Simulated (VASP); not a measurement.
Runs of VASP 6.6.1 on B3Pd. All rows change the cell; the cell of one of them follows. The structure is cubic, space group Fm-3m (No. 225). Conventional cell: a = 5.235 Å, b = 5.235 Å, c = 5.235 Å, α = 90.00°, β = 90.00°, γ = 90.00°. B (site symmetry m-3m) has 8 B at 2.27 Å as nearest neighbours. Around B (site symmetry -43m) lie 4 B at 2.27 Å and 4 Pd at 2.27 Å. Pd (site symmetry m-3m) has 8 B at 2.27 Å as nearest neighbours. The cell was built by a generator and needn't be a form met in nature.

```tsv
task	cell	k mesh	cutoff (eV)	gap on the mesh (eV)	pressure (GPa)	relaxed volume (Å³/atom)
single point	random cell by space group and Wyckoff sites (Fm-3m, No. 225)	16 × 16 × 16	520	none	0.0	-
relaxation of cell and atoms	relaxed from: random cell by space group and Wyckoff sites (Fm-3m, No. 225)	6 × 6 × 6	600	none	0.0	(a)
single point	random cell by space group and Wyckoff sites (Fm-3m, No. 225)	6 × 6 × 6	520	none	-5.0	-
relaxation of cell and atoms	relaxed from: random cell by space group and Wyckoff sites (Fm-3m, No. 225)	16 × 16 × 16	600	none	0.0	8.97
```

Alike in all rows: level PBE; potentials or basis VASP PAW PBE potentials, release 64 (B, Pd); no spin polarisation; smearing gaussian 0.1 eV.

Task: Fill in the values left out.

Result: (a) 9.01.

A k mesh can miss the band edges, and the runs leave out spin-orbit coupling on Pd.

A gap of «none» marks a metal or a gap under the smearing width.
